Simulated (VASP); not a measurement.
Shape and ions are relaxed at each volume.

Energy against volume of CdS (wurtzite). The numbers are results of SCAN meta-GGA, VASP's PBE PAW potentials (set 64) (plane waves; VASP 6.6.1), not measurements.

```json
[
 {"V (Å³/atom)": "23.766", "E (eV/atom)": "-20.75419"},
 {"V (Å³/atom)": "24.524", "E (eV/atom)": "-20.76925"},
 {"V (Å³/atom)": "25.283", "E (eV/atom)": "-20.77405"},
 {"V (Å³/atom)": "26.041", "E (eV/atom)": "-20.77047"},
 {"V (Å³/atom)": "26.800", "E (eV/atom)": "-20.75948"}
]
```

**Question.** Fit a third-order Birch-Murnaghan equation of state.

**Answer.** 
The volume per atom comes out as 25.32 Å³/atom, the bulk modulus comes out as 599 kbar and the pressure derivative of the bulk modulus comes out as 4.56.

Measured: bulk modulus 60.7 GPa (computed value off by -1.4 %), as given by Cormac Toher et al., Physical Review Materials (2017), arXiv:1611.05714. The calculation is for a static lattice, while the measured bulk modulus holds thermal and zero-point effects, which are part of the difference.

The compound is CdS in the wurtzite structure. It was relaxed first.
